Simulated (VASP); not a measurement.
The input files of a VASP run:

INCAR:
```
EDIFF = 1E-6   ! SCF stop (eV)
PREC = Accurate
LCHARG = .FALSE.
ENCUT = 300
ISIF = 2
LMAXMIX = 6   ! l cut-off of mixed one-centre charges
ALGO = Normal   ! blocked Davidson
LWAVE = .FALSE.
LASPH = .TRUE.   ! aspherical one-centre terms
LREAL = .FALSE.
NELM = 100   ! most electronic steps
SIGMA = 0.3
ISMEAR = -1
SYSTEM = WSi2
GGA = PE   ! PBE
```

File KPOINTS:
```
Automatic mesh
0
Gamma
8 8 8
0 0 0
```

### POSCAR
```
WSi2
3.9150
 -0.4099616858   0.4099616858   1.0000000000
  0.4099616858  -0.4099616858   1.0000000000
  0.4099616858   0.4099616858  -1.0000000000
Si W
2 1
direct
  0.6650000000   0.6650000000   0.0000000000
  0.3350000000   0.3350000000   0.0000000000
  0.0000000000   0.0000000000   0.0000000000
```

POTCAR, in this order: Si W_sv (PBE.64 set). Program: vasp_std.

Question: Write an equivalent input for Quantum ESPRESSO's pw.x.

Answer: One equivalent input (not run):
```
&CONTROL
  calculation = 'scf'
  pseudo_dir = './pseudo'
  outdir = './out'
  tprnfor = .true.
  tstress = .true.
/
&SYSTEM
  ibrav = 0
  nat = 3
  ntyp = 2
  ecutwfc = 74
  occupations = 'smearing'
  smearing = 'fermi-dirac'
  degauss = 0.02205
  input_dft = 'pbe'
/
&ELECTRONS
  conv_thr = 7.3e-08
  electron_maxstep = 100
/
ATOMIC_SPECIES
  Si 28.085 Si.upf
  W 183.840 W.upf
CELL_PARAMETERS angstrom
    -1.6050000    1.6050000    3.9150000
     1.6050000   -1.6050000    3.9150000
     1.6050000    1.6050000   -3.9150000
ATOMIC_POSITIONS crystal
  Si   0.6650000  0.6650000  0.0000000
  Si   0.3350000  0.3350000  0.0000000
  W    0.0000000  0.0000000  0.0000000
K_POINTS automatic
  8 8 8 0 0 0
```
Limits of the translation: the potentials are each code's own (VASP's PAW set, PseudoDojo norm-conserving files in pw.x), so ENCUT and ecutwfc are chosen apart and not converted; conv_thr bounds pw.x's estimated SCF error, while EDIFF bounds the energy change between steps.

The structure is a typed WSi2 crystal. The cell was not relaxed at this level. The k-mesh is coarse (spacing up to 0.35 per Å, 2π included), so the numbers may not be converged in it. The run is one of a series of settings (SIGMA = 0.3, KPOINTS 8×8×8 Γ-centred mesh against the base run), some of them coarse on purpose.
